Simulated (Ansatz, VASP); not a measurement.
# Cross-check of TiO2 (TiO2 (I4_1/amd)) between VASP and Ansatz, part 2 of 2

Wanted: the spread between two codes on one cell, functional and k mesh. The structure shown is the start of the Ansatz relaxation below; VASP solves that cell, so the two are compared at the walk's first step.

VASP 6.6.1 and Ansatz 0.2.0.

So far: The starting structure; Ansatz: relaxation, HSE06.

### 3. VASP: single point, HSE06, start cell

Level of this step: HSE06, no spin polarisation; plane waves and PAW (Ti_sv, O) (VASP).

The same cell, functional and mesh now go to VASP, with its own data sets.

Lines of VASP's logs that name or quote its potential files are left out, and so is its time.

The run reads the wave functions of an earlier VASP run, which isn't shown here.

The input, INCAR:

```
SYSTEM = TiO2
PREC = Accurate
ENCUT = 520
EDIFF = 1E-06
NELM = 100
ISMEAR = 0
SIGMA = 0.01
LREAL = Auto
ALGO = Normal
LHFCALC = .TRUE.
AEXX = 0.25
GGA = PE
HFSCREEN = 0.208
LASPH = .TRUE.
NBANDS = 120
PRECFOCK = Fast
LORBIT = 11
LWAVE = .FALSE.
LCHARG = .FALSE.
ISIF = 2
```

The input, POSCAR:

```
TiO2
1.0
    3.7772278100      3.7772278100      0.0000000000
   -3.7772278100      3.7772278100      0.0000000000
    0.0000000000      0.0000000000      9.5930938400
Ti O
8 16
Direct
    0.0000000000      0.0000000000      0.0000000000
    0.0000000000      0.5001022165      0.5000472298
    0.5001022165      0.0000000000      0.5000472298
    0.4999698443      0.4999698443      0.0000000000
    0.2500511082      0.2500511082      0.2499714941
    0.2499187360      0.7500209525      0.7500187239
    0.7500209525      0.2499187360      0.7500187239
    0.7500209525      0.7500209525      0.2499714941
    0.2500511082      0.2500511082      0.4572039087
    0.2499187360      0.7500209525      0.9571468968
    0.7500209525      0.2499187360      0.9571468968
    0.7500209525      0.7500209525      0.4572039087
    0.0000000000      0.0000000000      0.2071281729
    0.0000000000      0.5001022165      0.7071754028
    0.5001022165      0.0000000000      0.7071754028
    0.4999698443      0.4999698443      0.2071281729
    0.2500511082      0.2500511082      0.0428433211
    0.2499187360      0.7500209525      0.5428905509
    0.7500209525      0.2499187360      0.5428905509
    0.7500209525      0.7500209525      0.0428433211
    0.0000000000      0.0000000000      0.7928620450
    0.0000000000      0.5001022165      0.2928148152
    0.5001022165      0.0000000000      0.2928148152
    0.4999698443      0.4999698443      0.7928620450
```

The input, KPOINTS:

```
Automatic mesh
0
Gamma
2 2 1
0 0 0
```

PAW data sets: Ti_sv and O (PBE family, release 64).

Launch:

```
export OMP_NUM_THREADS=4
mpirun -np 1 vasp_std
```

Numbers of over 12 decimals in the logs are rounded to 6 here.

The program printed:

```text
[banner, memory and clock lines left out]
running    1 mpi-ranks, on    1 nodes
 distrk:  each k-point on    1 cores,    1 groups
 distr:  one band on    1 cores,    1 groups
 Offloading initialized ...    1 GPUs detected
 POSCAR found type information on POSCAR TiO
 POSCAR found :  2 types and      24 ions
 LDA part: xc-table for (Slater+PW92), standard interpolation
 found WAVECAR, reading the header
 POSCAR, INCAR and KPOINTS ok, starting setup
 FFT: planning ... GRIDC
 FFT: planning ... GRID_SOFT
 FFT: planning ... GRID
 reading WAVECAR
 the WAVECAR file was read successfully
 initial charge from wavefunction
 entering main loop
       N       E                     dE             d eps       ncg     rms          rms(c)
DAV:   1    -0.266705274581E+03   -0.26671E+03   -0.12005E+01   792   0.160E+01    0.891E+00
DAV:   2    -0.265703024499E+03    0.10023E+01   -0.28271E+00   944   0.115E+01    0.305E+00
DAV:   3    -0.265789817425E+03   -0.86793E-01   -0.97056E-01   960   0.395E+00    0.208E+00
DAV:   4    -0.265759300249E+03    0.30517E-01   -0.16488E-01   952   0.199E+00    0.915E-01
DAV:   5    -0.265765058860E+03   -0.57586E-02   -0.41885E-02   832   0.709E-01    0.514E-01
DAV:   6    -0.265764126148E+03    0.93271E-03   -0.33468E-03   928   0.360E-01    0.264E-01
DAV:   7    -0.265764469001E+03   -0.34285E-03   -0.19511E-03   904   0.146E-01    0.186E-01
DAV:   8    -0.265764533795E+03   -0.64795E-04   -0.33281E-04   936   0.117E-01    0.107E-01
DAV:   9    -0.265764592587E+03   -0.58792E-04   -0.11956E-04   992   0.541E-02    0.616E-02
DAV:  10    -0.265764616325E+03   -0.23738E-04   -0.13561E-05   808   0.182E-02    0.371E-02
DAV:  11    -0.265764628950E+03   -0.12625E-04   -0.92230E-06   736   0.108E-02    0.240E-02
DAV:  12    -0.265764635109E+03   -0.61587E-05   -0.24983E-06   552   0.808E-03    0.149E-02
DAV:  13    -0.265764638134E+03   -0.30259E-05   -0.11473E-06   424   0.526E-03    0.924E-03
DAV:  14    -0.265764639675E+03   -0.15409E-05   -0.46946E-07   408   0.304E-03    0.563E-03
DAV:  15    -0.265764640526E+03   -0.85024E-06   -0.32798E-07   408   0.245E-03
   1 F= -.26576464E+03 E0= -.26576464E+03  d E =-.213241E-81
```

Parts of OUTCAR (step 3):

```text
ion  position               nearest neighbor table
   1  0.000  0.000  0.000-  10 1.93  11 1.93  20 1.93  17 1.93  13 1.99  21 1.99
   2  0.000  0.500  0.500-  18 1.93  12 1.93   9 1.93  19 1.93  14 1.99  22 1.99
   3  0.500  0.000  0.500-  19 1.93  12 1.93   9 1.93  18 1.93  15 1.99  23 1.99
   4  0.500  0.500  0.000-  17 1.93  20 1.93  10 1.93  11 1.93  16 1.99  24 1.99
   5  0.250  0.250  0.250-  16 1.93  13 1.93  22 1.93  23 1.93  17 1.99   9 1.99
   6  0.250  0.750  0.750-  14 1.93  21 1.93  24 1.93  15 1.93  10 1.99  18 1.99
   7  0.750  0.250  0.750-  15 1.93  21 1.93  24 1.93  14 1.93  11 1.99  19 1.99
   8  0.750  0.750  0.250-  22 1.93  23 1.93  13 1.93  16 1.93  20 1.99  12 1.99
   9  0.250  0.250  0.457-   2 1.93   3 1.93   5 1.99
  10  0.250  0.750  0.957-   1 1.93   4 1.93   6 1.99
  11  0.750  0.250  0.957-   1 1.93   4 1.93   7 1.99
  12  0.750  0.750  0.457-   2 1.93   3 1.93   8 1.99
  13  0.000  0.000  0.207-   8 1.93   5 1.93   1 1.99
  14  0.000  0.500  0.707-   6 1.93   7 1.93   2 1.99
  15  0.500  0.000  0.707-   7 1.93   6 1.93   3 1.99
  16  0.500  0.500  0.207-   5 1.93   8 1.93   4 1.99
  17  0.250  0.250  0.043-   4 1.93   1 1.93   5 1.99
  18  0.250  0.750  0.543-   2 1.93   3 1.93   6 1.99
  19  0.750  0.250  0.543-   3 1.93   2 1.93   7 1.99
  20  0.750  0.750  0.043-   1 1.93   4 1.93   8 1.99
  21  0.000  0.000  0.793-   6 1.93   7 1.93   1 1.99
  22  0.000  0.500  0.293-   8 1.93   5 1.93   2 1.99
  23  0.500  0.000  0.293-   8 1.93   5 1.93   3 1.99
  24  0.500  0.500  0.793-   6 1.93   7 1.93   4 1.99

  LATTYP: Found a simple tetragonal cell.
 ALAT       =     5.3418067971
 C/A-ratio  =     1.7958518914

 Subroutine GETGRP returns: Found  2 space group operations
 (whereof  2 operations were pure point group operations)

The static configuration has the point symmetry C_1h.

 Found      3 irreducible k-points:

   k-points           NKPTS =      3   k-points in BZ     NKDIM =      4   number of bands    NBANDS=    120

   dimension x,y,z NGX =    40 NGY =   40 NGZ =   72
   dimension x,y,z NGXF=    80 NGYF=   80 NGZF=  144

   ENCUT  =  520.0 eV  38.22 Ry    6.18 a.u.   9.93  9.93 17.84*2*pi/ulx,y,z

   NELECT =     192.0000    total number of electrons

 k-points in reciprocal lattice and weights: Automatic mesh
   0.00000000  0.00000000  0.00000000       0.250
   0.50000000  0.00000000  0.00000000       0.500
   0.50000000  0.50000000  0.00000000       0.250

  exchange ACFDT corr.  =         0.00000000  see jH, gK, PRB 81, 115126

 average (electrostatic) potential at core
       1 -72.3970       2 -72.3977       3 -72.3977       4 -72.3985       5 -72.3986
       6 -72.3973       7 -72.3973       8 -72.3971       9 -64.0076      10 -64.0121
      11 -64.0121      12 -64.0119      13 -64.0112      14 -64.0123      15 -64.0123
      16 -64.0129      17 -64.0134      18 -64.0117      19 -64.0117      20 -64.0118
      21 -64.0139      22 -64.0098      23 -64.0098      24 -64.0096

 E-fermi :   2.4372

 k-point     1 :       0.0000    0.0000    0.0000
  band No.  band energies     occupation
    ...
     92       2.2502      2.00000
     93       2.3004      2.00000
     94       2.3007      2.00000
     95       2.3021      2.00000
     96       2.3023      2.00000
     97       5.9856      0.00000
     98       6.3812      0.00000
     99       6.3818      0.00000
    100       6.8076      0.00000
    101       7.3085      0.00000
    ...

 k-point     2 :       0.5000    0.0000    0.0000
  band No.  band energies     occupation
    ...
     92       1.9203      2.00000
     93       1.9205      2.00000
     94       1.9208      2.00000
     95       2.1262      2.00000
     96       2.1269      2.00000
     97       6.9212      0.00000
     98       6.9214      0.00000
     99       7.0321      0.00000
    100       7.0321      0.00000
    101       7.0326      0.00000
    ...

 k-point     3 :       0.5000    0.5000    0.0000
  band No.  band energies     occupation
    ...
     92       1.4127      2.00000
     93       1.4231      2.00000
     94       1.4233      2.00000
     95       1.4233      2.00000
     96       1.4236      2.00000
     97       7.3515      0.00000
     98       7.3524      0.00000
     99       7.3525      0.00000
    100       7.3528      0.00000
    101       7.4388      0.00000
    ...

  Total       -3.2109447     -3.1505594     -5.2306415      0.0000000     -0.0012692      0.0000000
  in kB      -18.7935301    -18.4400972    -30.6147340      0.0000000     -0.0074287      0.0000000
  external PRESSURE =     -22.6161204 kB  Pullay stress =       0.0000000 kB

  energy-cutoff  :      520.00
  volume of cell :      273.74
      direct lattice vectors                 reciprocal lattice vectors
     3.777227810  3.777227810  0.000000000     0.132372212  0.132372212 -0.000000000
    -3.777227810  3.777227810  0.000000000    -0.132372212  0.132372212  0.000000000
     0.000000000  0.000000000  9.593093840     0.000000000 -0.000000000  0.104241657

 POSITION                                       TOTAL-FORCE (eV/Angst)
 -----------------------------------------------------------------------------------
      0.00000      0.00000      0.00000         0.000000     -0.002335      0.005646
     -1.88900      1.88900      4.79700         0.009331     -0.001251     -0.001744
      1.88900      1.88900      4.79700        -0.009331     -0.001251     -0.001744
      0.00000      3.77700      0.00000         0.000000      0.004723     -0.007730
      0.00000      1.88900      2.39800         0.000000     -0.005123      0.014075
     -1.88900      3.77700      7.19500         0.010295      0.001863     -0.001398
      1.88900      3.77700      7.19500        -0.010295      0.001863     -0.001398
      0.00000      5.66600      2.39800         0.000000      0.001906      0.000724
      0.00000      1.88900      4.38600         0.000000     -0.001344     -0.143695
     -1.88900      3.77700      9.18200         0.008010      0.002256     -0.131827
      1.88900      3.77700      9.18200        -0.008010      0.002256     -0.131827
      0.00000      5.66600      4.38600         0.000000     -0.003155     -0.137973
      0.00000      0.00000      1.98700         0.000000      0.005809     -0.133149
     -1.88900      1.88900      6.78400         0.001193     -0.008133     -0.134240
      1.88900      1.88900      6.78400        -0.001193     -0.008133     -0.134240
      0.00000      3.77700      1.98700         0.000000      0.005680     -0.132030
      0.00000      1.88900      0.41100         0.000000     -0.005687      0.132541
     -1.88900      3.77700      5.20800         0.000829      0.007901      0.131298
      1.88900      3.77700      5.20800        -0.000829      0.007901      0.131298
      0.00000      5.66600      0.41100         0.000000     -0.005815      0.133656
      0.00000      0.00000      7.60600         0.000000      0.003177      0.129476
     -1.88900      1.88900      2.80900         0.008010     -0.002233      0.139533
      1.88900      1.88900      2.80900        -0.008010     -0.002233      0.139533
      0.00000      3.77700      7.60600         0.000000      0.001357      0.135214
 -----------------------------------------------------------------------------------
    total drift:                                0.000003     -0.002003      0.009408

  FREE ENERGIE OF THE ION-ELECTRON SYSTEM (eV)
  ---------------------------------------------------
  free  energy   TOTEN  =      -265.7646405256 eV

  energy  without entropy=     -265.7646405256  energy(sigma->0) =     -265.76464053

 total charge
# of ion       s       p       d       tot
------------------------------------------
    1        2.229   6.317   1.608  10.154
    2        2.229   6.317   1.608  10.153
    3        2.229   6.317   1.608  10.153
    4        2.229   6.317   1.608  10.153
    5        2.229   6.317   1.607  10.153
    6        2.229   6.317   1.608  10.154
    7        2.229   6.317   1.608  10.154
    8        2.229   6.317   1.608  10.154
    9        1.574   3.549   0.000   5.123
   10        1.574   3.550   0.000   5.124
   11        1.574   3.550   0.000   5.124
   12        1.574   3.550   0.000   5.124
   13        1.574   3.550   0.000   5.124
   14        1.574   3.550   0.000   5.124
   15        1.574   3.550   0.000   5.124
   16        1.574   3.550   0.000   5.124
   17        1.574   3.550   0.000   5.124
   18        1.574   3.550   0.000   5.124
   19        1.574   3.550   0.000   5.124
   20        1.574   3.550   0.000   5.124
   21        1.574   3.550   0.000   5.124
   22        1.574   3.550   0.000   5.123
   23        1.574   3.550   0.000   5.123
   24        1.574   3.550   0.000   5.123
--------------------------------------------------
tot         43.012 107.331  12.861 163.204
```

This run has no spin polarisation, so a moment on Ti, if there is one, isn't seen. The gap is read on the k-mesh alone, so it is an upper bound where the band edges lie off the mesh.

### 4. Comparison

Known differences besides the potentials themselves: exact exchange at q = 0 is treated differently, which shows on coarse meshes; VASP keeps PBE cores, Ansatz makes them for the functional; fixed occupations in Ansatz, narrow Gaussian smearing in VASP; the cutoff is 420 eV in Ansatz and 520 eV in VASP (PREC = Accurate, projectors in real space); VASP takes a coarser grid for exact exchange (PRECFOCK = Fast). Total energies have different zeros and are not compared.

Forces on 10 of the 24 atoms, those with the largest forces and the largest differences (eV/Å; atoms numbered as in POSCAR):

```csv
atom,"Ansatz x, y, z","VASP x, y, z"
O10,"0.000, 0.000, -0.165","0.008, 0.002, -0.132"
O11,"0.000, 0.000, -0.165","-0.008, 0.002, -0.132"
O12,"0.000, 0.000, -0.165","0.000, -0.003, -0.138"
O13,"0.000, 0.000, -0.165","0.000, 0.006, -0.133"
O14,"0.000, 0.000, -0.165","0.001, -0.008, -0.134"
O15,"0.000, 0.000, -0.165","-0.001, -0.008, -0.134"
O16,"0.000, 0.000, -0.165","0.000, 0.006, -0.132"
O18,"0.000, 0.000, 0.165","0.001, 0.008, 0.131"
O19,"0.000, 0.000, 0.165","-0.001, 0.008, 0.131"
O21,"0.000, 0.000, 0.165","0.000, 0.003, 0.129"
```

The forces differ by 15 meV/Å r.m.s., which is 23.9 % of the r.m.s. force of 0.064 eV/Å (both taken over all components).

### 5. Summary of results

| Property | Result |
| --- | --- |
| r.m.s. force difference (single point, HSE06, start cell) | 15 meV/Å |

In words: The r.m.s. force difference is 15 meV/Å (single point, HSE06, start cell), beyond the 12 meV/Å picked in this series as the mark of a large difference. What causes the difference of the single point, HSE06, start cell pair stays open here. 1 further run of this series is not shown here. Such differences can come from data sets, numerical settings and the points named under the comparisons, not from the functional's error against experiment.

[Lines on the potential files, build, host, timing and source positions are cut from VASP's logs without a mark.]

[Logs are printed without paths, hosts, clocks, repeated set-up lines and the standing remarks that a program may print on its own settings, such as how far it seeks lower states.]

[Hosts, paths, dates, database ids (printed as entryN), source tags and the programs' standing remarks are cut or masked in the printed files.]
